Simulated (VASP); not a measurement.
Take MnS (rock salt, AFM-II order), without spin-orbit terms, in VASP with PAW potentials, and its band gap. mBJ is a potential without an energy functional, so only the levels count.

Question: One run gives 0.50 eV. Which level is it?
(A) PBE-D4 (own cell)
(B) rev-vdW-DF2 (own cell)
(C) mBJ (TB09) (PBE cell)
(D) PBE (own cell)

Answer: A, PBE-D4 (own cell).  The others give 0.43 (rev-vdW-DF2 (own cell)), 1.83 (mBJ (TB09) (PBE cell)), 0.71 (PBE (own cell)).

Only levels that ran to the end are used. Left out are those held back, those with too coarse a band path, GW runs whose mesh misses a band edge, hybrids' fits of cells that aren't cubic and levels without matching references; a question may draw on a part of the rest.

The compound is MnS in the rock salt, AFM-II order structure.
